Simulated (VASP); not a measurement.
TiSi₂ (space group Fddd): the formation energy from VASP (plane waves, PAW) at several levels of theory. The references are the elements' solids at the same level; no temperature or zero-point terms are added.

```json
[
 {"level": "LDA", "formation energy (eV/atom)": "-0.669"},
 {"level": "r2SCAN", "formation energy (eV/atom)": "-0.519"}
]
```

The cell of the LDA run:

```cif
data_Si16Ti8
_chemical_formula_sum 'Ti8 Si16'
_space_group_name_H-M_alt 'Fddd :1'
_space_group_IT_number 70
_space_group_name_Hall 'F 2 2 -1d'
_cell_length_a 4.72739
_cell_length_b 8.13104
_cell_length_c 8.43368
_cell_angle_alpha 90.000
_cell_angle_beta 90.000
_cell_angle_gamma 90.000
loop_
_space_group_symop_operation_xyz
  'x, y, z'
  '-x, -y, z'
  'x, -y, -z'
  '-x, y, -z'
  '-x+1/4, -y+1/4, -z+1/4'
  'x+1/4, y+1/4, -z+1/4'
  '-x+1/4, y+1/4, z+1/4'
  'x+1/4, -y+1/4, z+1/4'
  'x, y+1/2, z+1/2'
  '-x, -y+1/2, z+1/2'
  'x, -y+1/2, -z+1/2'
  '-x, y+1/2, -z+1/2'
  '-x+1/4, -y+3/4, -z+3/4'
  'x+1/4, y+3/4, -z+3/4'
  '-x+1/4, y+3/4, z+3/4'
  'x+1/4, -y+3/4, z+3/4'
  'x+1/2, y, z+1/2'
  '-x+1/2, -y, z+1/2'
  'x+1/2, -y, -z+1/2'
  '-x+1/2, y, -z+1/2'
  '-x+3/4, -y+1/4, -z+3/4'
  'x+3/4, y+1/4, -z+3/4'
  '-x+3/4, y+1/4, z+3/4'
  'x+3/4, -y+1/4, z+3/4'
  'x+1/2, y+1/2, z'
  '-x+1/2, -y+1/2, z'
  'x+1/2, -y+1/2, -z'
  '-x+1/2, y+1/2, -z'
  '-x+3/4, -y+3/4, -z+1/4'
  'x+3/4, y+3/4, -z+1/4'
  '-x+3/4, y+3/4, z+1/4'
  'x+3/4, -y+3/4, z+1/4'
loop_
_atom_site_label
_atom_site_type_symbol
_atom_site_symmetry_multiplicity
_atom_site_Wyckoff_symbol
_atom_site_fract_x
_atom_site_fract_y
_atom_site_fract_z
_atom_site_occupancy
Ti1 Ti 8 b 0.50000 0.50000 0.50000 1
Si1 Si 16 f 0.00000 0.16446 0.00000 1
```
(The calculation used a cell of 6 atoms; values per cell refer to that cell.)

Only levels that ran to the end are used. Left out are those held back, those with too coarse a band path, GW runs whose mesh misses a band edge, hybrids' fits of cells that aren't cubic and levels without matching references; a question may draw on a part of the rest.
